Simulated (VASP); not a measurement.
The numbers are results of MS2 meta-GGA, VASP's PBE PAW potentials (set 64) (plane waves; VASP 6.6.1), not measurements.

VASP input:

### KPOINTS
```
Automatic mesh
0
Gamma
7 7 7
0 0 0
```

File POSCAR:
```
SrTe
4.8283590
  0.0000000000   0.7071068397   0.7071068397
  0.7071068397   0.0000000000   0.7071068397
  0.7071068397   0.7071068397   0.0000000000
Sr Te
1 1
Direct
  0.0000000000   0.0000000000   0.0000000000
  0.5000000000   0.5000000000   0.5000000000
```

INCAR:
```
SYSTEM=SrTe
PREC=Accurate; ENCUT=520; LREAL=.FALSE.
LASPH=.TRUE.
EDIFF=1E-7; NELM=100; ALGO=Normal
LMAXMIX=4; LMIXTAU=.TRUE.
ISMEAR=0; SIGMA=0.05
METAGGA=MS2
ISIF=2
LWAVE=.FALSE.; LCHARG=.FALSE.
```

POTCAR, in this order: Sr_sv Te (PBE.64 set). Program: vasp_std.

### Question
What does the run give for the energy per atom (σ→0), pressure?

### Answer

energy per atom (σ→0): -2.353 eV/atom
pressure: -1.79 GPa

**OSZICAR**
```
...
DAV:  29    -0.470641352054E+01   -0.31419E-04   -0.71331E-05   580   0.830E-02    0.730E-02
DAV:  30    -0.470640550290E+01    0.80176E-05   -0.19041E-05   740   0.399E-02    0.862E-02
DAV:  31    -0.470641213422E+01   -0.66313E-05   -0.12412E-05   536   0.460E-02    0.454E-02
DAV:  32    -0.470641192814E+01    0.20609E-06   -0.11200E-05   556   0.372E-02    0.142E-02
DAV:  33    -0.470641061335E+01    0.13148E-05   -0.14919E-06   644   0.179E-02    0.122E-02
DAV:  34    -0.470641250558E+01   -0.18922E-05   -0.90749E-07   536   0.129E-02    0.904E-03
DAV:  35    -0.470641245529E+01    0.50292E-07   -0.86042E-07   664   0.109E-02
   1 F= -.47064125E+01 E0= -.47064125E+01  d E =-.366566E-11
```

The compound is SrTe in the rock salt structure. This cell is one point of a volume scan, at 1.06 of the reference volume.
